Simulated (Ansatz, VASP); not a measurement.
# Cross-check of Ni2C (graphene on Ni(111)) between VASP and Ansatz

Wanted: the spread between two codes on one cell, functional and k mesh. The cell is taken from a series of runs on this material, whose earlier steps may have relaxed, scaled, displaced or heated it; both programs get it as it stands.

Method: plane waves, with VASP 6.6.1 beside it; single point at PBE with D3(BJ), in Ansatz 0.2.0.

### 1. The starting structure

The cell holds 48 atoms: 32 Ni and 16 C. Its edges and angles: a = 6.527 Å, b = 6.527 Å, c = 23.297 Å, α = 90.0°, β = 90.0°, γ = 98.2°. It derives from Ni. 1 layer(s) of graphene at its own lattice constant on a slab of Ni(111) strained in the plane by up to 0.9 % to a common cell of 42 A^2; gaps of 2.2 A as starting values, lowest layers held; (so at first; earlier steps may have moved the atoms), displaced by a Gaussian of 0.01 A. Lattice constants are starting values near those of PBE. Vacuum lies along c.

### 2. Ansatz: single point, PBE with D3(BJ)

Ansatz runs on its default PAW (the set named soft_2) files.

A single point gives forces, pressure and levels at one fixed geometry, so differences don't come from the geometry; what else differs is listed under the comparison.

File input.yaml:

```yaml
crystal:
  lattice:
    - [6.52707, 0.0, 0.0]
    - [-0.93244, 6.46012, 0.0]
    - [0.0, 0.0, 23.29682]
  atoms:
    - { symbol: Ni, position: [0.46069, 0.70739, 0.32171], spin: 0.7 }
    - { symbol: Ni, position: [0.24855, 0.75134, 0.40818], spin: 0.7 }
    - { symbol: Ni, position: [0.28924, 0.54313, 0.49478], spin: 0.7 }
    - { symbol: Ni, position: [0.45402, 0.71111, 0.5809], spin: 0.7 }
    - { symbol: Ni, position: [0.83275, 0.83274, 0.32242], spin: 0.7 }
    - { symbol: Ni, position: [0.62328, 0.87473, 0.40879], spin: 0.7 }
    - { symbol: Ni, position: [0.66405, 0.66762, 0.49502], spin: 0.7 }
    - { symbol: Ni, position: [0.82914, 0.83596, 0.58101], spin: 0.7 }
    - { symbol: Ni, position: [0.33456, 0.33227, 0.32188], spin: 0.7 }
    - { symbol: Ni, position: [0.12351, 0.37459, 0.40939], spin: 0.7 }
    - { symbol: Ni, position: [0.16346, 0.16777, 0.49544], spin: 0.7 }
    - { symbol: Ni, position: [0.32891, 0.3364, 0.58102], spin: 0.7 }
    - { symbol: Ni, position: [0.70667, 0.4587, 0.32264], spin: 0.7 }
    - { symbol: Ni, position: [0.50109, 0.4997, 0.40879], spin: 0.7 }
    - { symbol: Ni, position: [0.53866, 0.2927, 0.49519], spin: 0.7 }
    - { symbol: Ni, position: [0.70388, 0.46114, 0.58115], spin: 0.7 }
    - { symbol: Ni, position: [0.08365, 0.58429, 0.32206], spin: 0.7 }
    - { symbol: Ni, position: [0.87421, 0.62323, 0.40902], spin: 0.7 }
    - { symbol: Ni, position: [0.91396, 0.41767, 0.49548], spin: 0.7 }
    - { symbol: Ni, position: [0.07922, 0.58625, 0.58101], spin: 0.7 }
    - { symbol: Ni, position: [0.20745, 0.96027, 0.32215], spin: 0.7 }
    - { symbol: Ni, position: [0.99965, 0.00076, 0.40913], spin: 0.7 }
    - { symbol: Ni, position: [0.03912, 0.79258, 0.49496], spin: 0.7 }
    - { symbol: Ni, position: [0.20402, 0.96102, 0.58106], spin: 0.7 }
    - { symbol: Ni, position: [0.58377, 0.08469, 0.32207], spin: 0.7 }
    - { symbol: Ni, position: [0.37183, 0.12453, 0.40952], spin: 0.7 }
    - { symbol: Ni, position: [0.41371, 0.91739, 0.495], spin: 0.7 }
    - { symbol: Ni, position: [0.57881, 0.08603, 0.58105], spin: 0.7 }
    - { symbol: Ni, position: [0.95866, 0.20852, 0.32164], spin: 0.7 }
    - { symbol: Ni, position: [0.75061, 0.25019, 0.40965], spin: 0.7 }
    - { symbol: Ni, position: [0.78867, 0.04219, 0.4952], spin: 0.7 }
    - { symbol: Ni, position: [0.95374, 0.21093, 0.5813], spin: 0.7 }
    - { symbol: C, position: [0.34448, 0.64293, 0.71616] }
    - { symbol: C, position: [0.38606, 0.43451, 0.71615] }
    - { symbol: C, position: [0.71949, 0.76796, 0.71615] }
    - { symbol: C, position: [0.76104, 0.55952, 0.71614] }
    - { symbol: C, position: [0.2195, 0.26794, 0.71618] }
    - { symbol: C, position: [0.26104, 0.05952, 0.71616] }
    - { symbol: C, position: [0.59453, 0.39296, 0.71616] }
    - { symbol: C, position: [0.63603, 0.18448, 0.71616] }
    - { symbol: C, position: [0.96949, 0.51792, 0.71615] }
    - { symbol: C, position: [0.01106, 0.3095, 0.71616] }
    - { symbol: C, position: [0.09448, 0.89293, 0.71616] }
    - { symbol: C, position: [0.13603, 0.6845, 0.71615] }
    - { symbol: C, position: [0.46947, 0.01793, 0.71616] }
    - { symbol: C, position: [0.51106, 0.80949, 0.71615] }
    - { symbol: C, position: [0.84446, 0.14296, 0.71616] }
    - { symbol: C, position: [0.88606, 0.93451, 0.71614] }
magnetization:
  spin_polarized: true
kpoints:
  mp_grid: { grid: [3, 3, 1] }
hamiltonian:
  xc: pbe
  dispersion: d3bj
scf:
  occupations: { method: fermi_dirac, width: 0.1 }
  lower_state_search: "off"
output:
  forces: true
  populations: true
  dos:
    method: { smearing: { sigma: 0.08 } }
    de: 0.05
    projected:
      site_lists:
        layer_1: [0, 1, 4, 5, 8, 9, 12, 13, 16, 17, 20, 21, 24, 25, 28, 29]
        layer_2: [2, 6, 10, 14, 18, 22, 26, 30]
        layer_3: [3, 7, 11, 15, 19, 23, 27, 31]
        layer_4: [32, 33, 34, 35, 36, 37, 38, 39, 40, 41, 42, 43, 44, 45, 46, 47]
  eigenvalues: true
  write_density: true
  write_potential: true
  volumetric_format: npy
```

Run with:

```bash
> ansatz run input.yaml --threads 6 --pin off --max-ram 102400MiB --backend cuda --events-out ev --progress --plain --runs-dir out
```

Numbers of over 12 decimals in the logs are rounded to 6 here.

The log of the run:

```text
Engine: ansatz 0.2.0, x86_64-unknown-linux-gnu
Pseudopotentials: kind: paw
Pseudopotential: Ni, paw, valence charge 18, recommended cutoff 420 eV (normal), Ni.paw.azcp
Pseudopotential: C, paw, valence charge 4, recommended cutoff 420 eV (normal), C.paw.azcp
Functional definition: PBE
  parameter kappa = 0.804
  parameter beta = 0.066725
  exchange = pbe_x(kappa = kappa, mu = beta*pi^2/3)
  correlation = pbe_c(beta = beta)
device memory: the entry about to start is reckoned to put 24.5 GiB on a device that reports 70.6 GiB free
GPU FFT provider: cuFFT
GPU libraries: cuBLAS 13.8.2, cuFFT 12.4.0, cuSOLVER 12.3.4
Crystal: 48 atoms, lattice volume = 982.326 Å³
Basis set: ecut = 420 eV, 19123 PW (Γ), exchange–correlation on 90×90×320 points (8 copies of the dense FFT grid, shifted against one another)
Bands: 398, of which v1, the nominal top of the filled ones, is band 320 counted from 1 (319 counted from 0)
Symmetry: 1 space group operations
Space group: P1 (ITA 1), of the structure as read, at distance tolerance 9.9e-5 Å
Magnetic group: BNS 1.1 (UNI 1), of the structure as read, at distance tolerance 9.9e-5 Å
k-points: 5 of 9 (time reversal used)
Non-local potential: Ni, projectors of the file, l = 0: 3, l = 1: 2, l = 2: 3, l = 3: 1
Non-local potential: C, projectors of the file, l = 0: 2, l = 1: 2, l = 2: 1
PAW form: soft (Blöchl's): semilocal exchange-correlation on the pseudo side does not see the compensation charge
PAW one-centre angular grid: Ni, 590 points (default); XC on 64 Gauss nodes
PAW one-centre angular grid: C, 110 points (default); XC on 64 Gauss nodes
Starting moments: Σ|m| = 22.4 μB on 32 of 48 sites
Initial wavefunctions: pseudopotential atomic-orbital guess
GPU buffer pool allocated for 324000 grid points (all kernels)
GPU transforms: local potential and band sums: pruned to the plane-wave sphere, on 45×45×160
Functional: x = pbe(κ = 0.804, μ = 0.219515), c = pbe(β = 0.066725)
SCF iter   1: F=—  HF=-190906.750234 eV  |F-HF|=—  |Δ(HF+E_count)|=         —  Δρ=4.34e-2 (↑3.46e-2 ↓4.34e-2)  dr2=1.21e2  dr2_m=1.26e0  M=17.502 μB ∫|m|=18.420 μB  β_m=0.30  ethr=3.10e-3  ⟨swp⟩=7.8  Hψ=18188  notcnv=0  defer=233
preconditioner: auto → LDOS  [metal: Δε(μ)=0.001 eV  Ē_g=8.933 eV  σ=0.100 eV  W_gap=0.00  n_scr=282 (ndim 8)  ℏωp=23.2 eV  f_vac=0.468  D(μ)=66.10/eV (n_scr^D=716)]
spin=Collinear: LDOS preconditioning applied to the charge; magnetization (m = ρ↑ − ρ↓) channel mixes plain (no charge-response kernel on spin).
SCF iter   2: F=—  HF=-190894.605948 eV  |F-HF|=—  |Δ(HF+E_count)|=    1.21e1  Δρ=2.68e-2 (↑1.99e-2 ↓2.68e-2)  dr2=4.47e1  dr2_m=4.12e-1  M=18.438 μB ∫|m|=19.700 μB  β_m=0.30  ethr=3.10e-3  ⟨swp⟩=3.0  Hψ=6917  notcnv=0  defer=476
SCF iter   3: F=—  HF=-190890.372444 eV  |F-HF|=—  |Δ(HF+E_count)|=    4.23e0  Δρ=1.22e-2 (↑1.22e-2 ↓6.87e-3)  dr2=2.24e0  dr2_m=2.41e-1  M=18.898 μB ∫|m|=20.578 μB  β_m=0.30  ethr=3.10e-3  ⟨swp⟩=3.0  Hψ=5910  notcnv=0  defer=476
SCF iter   4: F=—  HF=-190890.291444 eV  |F-HF|=—  |Δ(HF+E_count)|=   8.10e-2  Δρ=7.32e-3 (↑5.83e-3 ↓7.32e-3)  dr2=2.82e-1  dr2_m=3.10e-1  M=19.265 μB ∫|m|=21.187 μB  β_m=0.30  ethr=3.50e-4  ⟨swp⟩=2.4  Hψ=6647  notcnv=0  defer=460
SCF iter   5: F=—  HF=-190890.413308 eV  |F-HF|=—  |Δ(HF+E_count)|=   1.22e-1  Δρ=6.10e-3 (↑6.10e-3 ↓4.24e-3)  dr2=2.46e-1  dr2_m=2.00e-1  M=19.271 μB ∫|m|=21.420 μB  β_m=0.30  ethr=4.41e-5  ⟨swp⟩=2.0  Hψ=5682  notcnv=0  defer=460
SCF iter   6: F=—  HF=-190890.501329 eV  |F-HF|=—  |Δ(HF+E_count)|=   8.80e-2  Δρ=4.70e-3 (↑4.70e-3 ↓4.00e-3)  dr2=9.20e-2  dr2_m=1.61e-1  M=19.452 μB ∫|m|=21.779 μB  β_m=0.30  ethr=3.85e-5  ⟨swp⟩=2.0  Hψ=4498  notcnv=0  defer=460
SCF iter   7: F=—  HF=-190890.544795 eV  |F-HF|=—  |Δ(HF+E_count)|=   4.35e-2  Δρ=4.13e-3 (↑4.13e-3 ↓3.35e-3)  dr2=5.80e-2  dr2_m=1.21e-1  M=19.573 μB ∫|m|=22.048 μB  β_m=0.30  ethr=1.44e-5  ⟨swp⟩=2.1  Hψ=4923  notcnv=0  defer=454
SCF iter   8: F=—  HF=-190890.572102 eV  |F-HF|=—  |Δ(HF+E_count)|=   2.73e-2  Δρ=3.80e-3 (↑3.28e-3 ↓3.80e-3)  dr2=2.94e-2  dr2_m=1.11e-1  M=19.726 μB ∫|m|=22.317 μB  β_m=0.30  ethr=9.06e-6  ⟨swp⟩=2.0  Hψ=4175  notcnv=0  defer=454
SCF iter   9: F=—  HF=-190890.584456 eV  |F-HF|=—  |Δ(HF+E_count)|=   1.24e-2  Δρ=3.39e-3 (↑2.78e-3 ↓3.39e-3)  dr2=1.79e-2  dr2_m=8.55e-2  M=19.793 μB ∫|m|=22.491 μB  β_m=0.30  ethr=4.59e-6  ⟨swp⟩=1.8  Hψ=4177  notcnv=0  defer=454
SCF iter  10: F=—  HF=-190890.597140 eV  |F-HF|=—  |Δ(HF+E_count)|=   1.27e-2  Δρ=2.61e-3 (↑2.50e-3 ↓2.61e-3)  dr2=1.36e-3  dr2_m=5.85e-2  M=19.827 μB ∫|m|=22.616 μB  β_m=0.30  ethr=2.79e-6  ⟨swp⟩=1.9  Hψ=4485  notcnv=0  defer=454
SCF iter  11: F=—  HF=-190890.583130 eV  |F-HF|=—  |Δ(HF+E_count)|=   1.40e-2  Δρ=2.56e-3 (↑2.04e-3 ↓2.56e-3)  dr2=8.89e-3  dr2_m=4.73e-2  M=19.894 μB ∫|m|=22.756 μB  β_m=0.30  ethr=2.13e-7  ⟨swp⟩=2.6  Hψ=6264  notcnv=0  defer=452
Mixer restart at iter 11: flushing history
[...]
k-point 4 ↓: bands = [... 316 lower, 5.2258, 5.2330, 5.2361, 5.2410, 5.2436, 5.2486, 5.3162, 5.3214, ... 74 higher]
--- Löwdin populations: 48 sites ---
  site symbol       q [e]    m [muB]
     0     Ni     17.8083     0.6535
     1     Ni     17.7660     0.6870
     2     Ni     17.7601     0.6862
     3     Ni     17.8116     0.6380
     4     Ni     17.8086     0.6520
     5     Ni     17.7655     0.6873
     6     Ni     17.7603     0.6854
     7     Ni     17.8110     0.6390
     8     Ni     17.8098     0.6506
     9     Ni     17.7651     0.6879
    10     Ni     17.7599     0.6862
    11     Ni     17.8107     0.6397
    12     Ni     17.8099     0.6498
    13     Ni     17.7655     0.6881
    14     Ni     17.7594     0.6872
    15     Ni     17.8109     0.6394
    16     Ni     17.8086     0.6518
    17     Ni     17.7659     0.6873
    18     Ni     17.7597     0.6868
    19     Ni     17.8112     0.6385
    20     Ni     17.8096     0.6517
    21     Ni     17.7653     0.6876
    22     Ni     17.7596     0.6862
    23     Ni     17.8111     0.6391
[...]
40      C      3.9664     0.0014
    41      C      3.9672     0.0002
    42      C      3.9664     0.0015
    43      C      3.9670     0.0001
    44      C      3.9664     0.0015
    45      C      3.9669     0.0001
    46      C      3.9666     0.0015
    47      C      3.9670     0.0001
  spilling = 0.011514 (of n_electrons = 640.000000)
```

### 3. VASP: single point, PBE with D3(BJ)

The same cell, functional, mesh and smearing now go to VASP, with its own data sets.

Lines of VASP's logs that name or quote its potential files are left out, and so is its time.

File INCAR:

```
SYSTEM = Ni2C
PREC = Accurate
ENCUT = 520
EDIFF = 1E-06
NELM = 200
ISMEAR = -1
SIGMA = 0.1
LREAL = Auto
ALGO = Normal
GGA = PE
IVDW = 12
NBANDS = 225
ISPIN = 2
MAGMOM = 0.66 0.7 0.7 0.65 0.66 0.7 0.7 0.65 0.66 0.7 0.7 0.65 0.66 0.7 0.7 0.65 0.66 0.7 0.7 0.65 0.66 0.7 0.7 0.65 0.66 0.7 0.7 0.65 0.66 0.7 0.7 0.65 0 0 0 0 0 0 0 0 0 0 0 0 0 0 0 0
LASPH = .TRUE.
LMAXMIX = 4
LORBIT = 11
LWAVE = .FALSE.
LCHARG = .FALSE.
ISIF = 2
GGA_COMPAT = .FALSE.
```

File POSCAR:

```
Ni2C
1.0
    6.5270700000      0.0000000000      0.0000000000
   -0.9324400000      6.4601200000      0.0000000000
    0.0000000000      0.0000000000     23.2968200000
Ni C
32 16
Direct
    0.4606900000      0.7073900000      0.3217100000
    0.2485500000      0.7513400000      0.4081800000
    0.2892400000      0.5431300000      0.4947800000
    0.4540200000      0.7111100000      0.5809000000
    0.8327500000      0.8327400000      0.3224200000
    0.6232800000      0.8747300000      0.4087900000
    0.6640500000      0.6676200000      0.4950200000
    0.8291400000      0.8359600000      0.5810100000
    0.3345600000      0.3322700000      0.3218800000
    0.1235100000      0.3745900000      0.4093900000
    0.1634600000      0.1677700000      0.4954400000
    0.3289100000      0.3364000000      0.5810200000
    0.7066700000      0.4587000000      0.3226400000
    0.5010900000      0.4997000000      0.4087900000
    0.5386600000      0.2927000000      0.4951900000
    0.7038800000      0.4611400000      0.5811500000
    0.0836500000      0.5842900000      0.3220600000
    0.8742100000      0.6232300000      0.4090200000
    0.9139600000      0.4176700000      0.4954800000
    0.0792200000      0.5862500000      0.5810100000
    0.2074500000      0.9602700000      0.3221500000
    0.9996500000      0.0007600000      0.4091300000
    0.0391200000      0.7925800000      0.4949600000
    0.2040200000      0.9610200000      0.5810600000
    0.5837700000      0.0846900000      0.3220700000
    0.3718300000      0.1245300000      0.4095200000
    0.4137100000      0.9173900000      0.4950000000
    0.5788100000      0.0860300000      0.5810500000
    0.9586600000      0.2085200000      0.3216400000
    0.7506100000      0.2501900000      0.4096500000
    0.7886700000      0.0421900000      0.4952000000
    0.9537400000      0.2109300000      0.5813000000
    0.3444800000      0.6429300000      0.7161600000
    0.3860600000      0.4345100000      0.7161500000
    0.7194900000      0.7679600000      0.7161500000
    0.7610400000      0.5595200000      0.7161400000
    0.2195000000      0.2679400000      0.7161800000
    0.2610400000      0.0595200000      0.7161600000
    0.5945300000      0.3929600000      0.7161600000
    0.6360300000      0.1844800000      0.7161600000
    0.9694900000      0.5179200000      0.7161500000
    0.0110600000      0.3095000000      0.7161600000
    0.0944800000      0.8929300000      0.7161600000
    0.1360300000      0.6845000000      0.7161500000
    0.4694700000      0.0179300000      0.7161600000
    0.5110600000      0.8094900000      0.7161500000
    0.8444600000      0.1429600000      0.7161600000
    0.8860600000      0.9345100000      0.7161400000
```

File KPOINTS:

```
Automatic mesh
0
Gamma
3 3 1
0 0 0
```

PAW data sets: Ni and C (PBE family, release 64).

Run with:

```bash
> export OMP_NUM_THREADS=3
> mpirun -np 1 vasp_std
```

The log of the run:

```text
[banner, memory and clock lines left out]
running    1 mpi-ranks, on    1 nodes
[...]
Offloading initialized ...    1 GPUs detected
[...]
LDA part: xc-table for (Slater+PW92), standard interpolation
 POSCAR, INCAR and KPOINTS ok, starting setup
[...]
entering main loop
       N       E                     dE             d eps       ncg     rms          rms(c)
DAV:   1     0.357933252270E+04    0.35793E+04   -0.17000E+05  4500   0.190E+03
DAV:   2     0.325365394156E+03   -0.32540E+04   -0.30884E+04  4500   0.449E+02
DAV:   3    -0.246483378668E+03   -0.57185E+03   -0.47861E+03  5447   0.211E+02
DAV:   4    -0.353382209823E+03   -0.10690E+03   -0.99446E+02  5941   0.821E+01
[...]
DAV:  77    -0.313126918918E+03   -0.59091E-05   -0.15782E-07  2617   0.179E-03    0.161E-03
DAV:  78    -0.313126923745E+03   -0.48265E-05   -0.14158E-07  2658   0.172E-03    0.151E-03
DAV:  79    -0.313126924559E+03   -0.81401E-06   -0.62441E-08  2520   0.161E-03
   1 F= -.32727250E+03 E0= -.32632603E+03  d E =-.189295E+01  mag=    19.8400
```

Parts of OUTCAR (step 3):

```text
 Edisp (eV)  -14.14558

  Total     -11.16544   -10.78803    -2.72694    -0.96954    -0.68353     0.84805
  in kB     -18.21089   -17.59532    -4.44764    -1.58132    -1.11484     1.38318
  external pressure =      -13.42 kB  Pullay stress =        0.00 kB

 POSITION                                       TOTAL-FORCE (eV/Angst)
 -----------------------------------------------------------------------------------
      2.34736      4.56982      7.49482        -0.163562      0.075655      0.124558
      0.92172      4.85375      9.50930         0.059124     -0.107720      0.002952
      1.38145      3.50868     11.52680         0.001424     -0.000157      0.000735
      2.30035      4.59386     13.53312         0.003811     -0.002883      0.023243
      4.65894      5.37960      7.51136         0.038086      0.053942      0.079456
      3.25256      5.65086      9.52351         0.034433      0.050609     -0.061964
      3.71179      4.31291     11.53239         0.002550      0.002199      0.004188
      4.63237      5.40040     13.53569         0.000703     -0.003211      0.022350
      1.87387      2.14650      7.49878        -0.103315      0.073448      0.160332
      0.45688      2.41990      9.53749         0.070396      0.074002     -0.205922
      0.91048      1.08381     11.54218         0.002961     -0.000953      0.001778
      1.83315      2.17318     13.53592         0.004668     -0.004107      0.025625
      4.18477      2.96326      7.51649         0.144025     -0.048500      0.017618
      2.80471      3.22812      9.52351        -0.181911      0.007867     -0.050483
[...]
-----------------------------------------------------------------------------------
    total drift:                               -0.031219     -0.010266     -0.015439

  FREE ENERGIE OF THE ION-ELECTRON SYSTEM (eV)
  ---------------------------------------------------
  free  energy   TOTEN  =      -327.2725027236 eV

  energy  without entropy=     -325.3795494282  energy(sigma->0) =     -326.32602608

 magnetization (x)
# of ion       s       p       d       tot
------------------------------------------
    1       -0.006  -0.025   0.655   0.624
    2       -0.007  -0.027   0.687   0.652
    3       -0.007  -0.027   0.685   0.651
    4       -0.006  -0.025   0.638   0.607
    5       -0.006  -0.025   0.654   0.623
    6       -0.007  -0.027   0.687   0.652
    7       -0.007  -0.027   0.684   0.650
    8       -0.006  -0.025   0.639   0.609
    9       -0.006  -0.025   0.653   0.621
   10       -0.007  -0.027   0.687   0.652
   11       -0.007  -0.027   0.685   0.651
   12       -0.006  -0.025   0.640   0.609
   13       -0.006  -0.026   0.652   0.620
[...]
--------------------------------------------------
tot         -0.217  -0.823  21.321  20.281

[... 1 further part left out ...]
```

The magnetic state follows from one typed start and may not be the lowest. Dispersion corrections of this kind ignore metallic screening and tend to overbind metals.

### 4. Comparison

Known differences besides the potentials themselves: VASP starts from the moments at which Ansatz ended; the data sets hold 640 valence electrons in Ansatz (on its default PAW (the set named soft_2) files) and 384 in VASP; the cutoff is 420 eV in Ansatz and 520 eV in VASP (PREC = Accurate, projectors in real space); site moments are counted in spheres of each program's own size. Total energies have different zeros and are not compared.

Compared:

```
           quantity  Ansatz   VASP  difference
  total moment (μB)   20.26  19.84       +0.42
moment on Ni14 (μB)    0.70   0.65       +0.05
 moment on Ni2 (μB)    0.70   0.65       +0.05
moment on Ni10 (μB)    0.70   0.65       +0.05
 moment on Ni6 (μB)    0.70   0.65       +0.05
moment on Ni15 (μB)    0.70   0.65       +0.05
moment on Ni30 (μB)    0.70   0.65       +0.05
moment on Ni22 (μB)    0.70   0.65       +0.05
moment on Ni18 (μB)    0.70   0.65       +0.05
```

Forces on 10 of the 48 atoms, those with the largest forces and the largest differences (eV/Å; atoms numbered as in POSCAR):

```
atom          Ansatz x, y, z            VASP x, y, z
 Ni1    -0.166, 0.077, 0.124    -0.164, 0.076, 0.125
 Ni9    -0.104, 0.077, 0.159    -0.103, 0.073, 0.160
Ni10    0.069, 0.074, -0.208    0.070, 0.074, -0.206
Ni14   -0.186, 0.007, -0.050   -0.182, 0.008, -0.050
Ni26    0.156, 0.086, -0.187    0.154, 0.087, -0.186
Ni29    -0.040, 0.038, 0.191    -0.039, 0.038, 0.192
Ni30  -0.114, -0.069, -0.214  -0.110, -0.067, -0.212
 C34   0.005, -0.010, -0.007  -0.002, -0.008, -0.005
 C35   0.010, -0.005, -0.011   0.007, -0.017, -0.017
 C37   0.007, -0.001, -0.014   0.004, -0.012, -0.020
```

The forces differ by 2.6 meV/Å r.m.s., which is 4.2 % of the r.m.s. force of 0.060 eV/Å (both taken over all components). With vacuum in the cell, a pressure given here is an average over mostly empty space and none of the material.

### 5. Results

```yaml
r_m_s_force_difference_single_point_pbe_with_d3_bj: 2.6 meV/Å
```

In words: The r.m.s. force difference is 2.6 meV/Å (single point, PBE with D3(BJ)), within the 12 meV/Å picked in this series as the mark of a large difference. The data sets hold unlike numbers of valence electrons (640 in Ansatz and 384 in VASP), so part of the differences comes from the potentials. Such differences can come from data sets, numerical settings and the points named under the comparisons, not from the functional's error against experiment.

[Lines on the potential files, build, host, timing and source positions are cut from VASP's logs without a mark.]

[Logs are printed without paths, hosts, clocks, repeated set-up lines and the standing remarks that a program may print on its own settings, such as how far it seeks lower states.]

[Hosts, paths, dates, database ids (printed as entryN), source tags and the programs' standing remarks are cut or masked in the printed files.]
